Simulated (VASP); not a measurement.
Here is the system:

```
Er
1.0
    1.77139    -3.06813     0.00000
    1.77139     3.06813     0.00000
    0.00000     0.00000     5.45106
Er
2
Direct
  0.33333   0.66667   0.25000
  0.66667   0.33333   0.75000
```

Computed with rev-vdW-DF2, VASP's PBE PAW potentials (set 64) (plane waves; VASP). Run with 520 eV cut-off, Gaussian smearing of 0.050 eV, potentials Er_3.

The 4f electrons are frozen in the core of the lanthanide potential, so 4f levels, which can set the real gap, and their magnetism are missing.

Problem. Give the energies of bands 7 to 12 at the high-symmetry points, in eV from the Fermi level.

Solution. 
| band | Γ | M | K | A | L | H |
|---|---|---|---|---|---|---|
| 7 | -5.54 | -2.11 | -0.90 | -3.83 | -2.04 | -0.62 |
| 8 | -2.28 | -1.45 | -0.84 | -3.83 | -2.04 | -0.62 |
| 9 | 1.32 | -0.93 | -0.84 | 1.16 | 0.12 | -0.43 |
| 10 | 1.93 | -0.09 | -0.49 | 1.16 | 0.12 | -0.43 |
| 11 | 1.93 | 1.55 | 1.28 | 1.81 | 1.64 | 0.55 |
| 12 | 2.51 | 1.74 | 1.28 | 1.81 | 1.64 | 0.55 |

It has no gap at this level: it comes out as a metal or semimetal.

The compound is Er in the hcp structure. It was relaxed first.
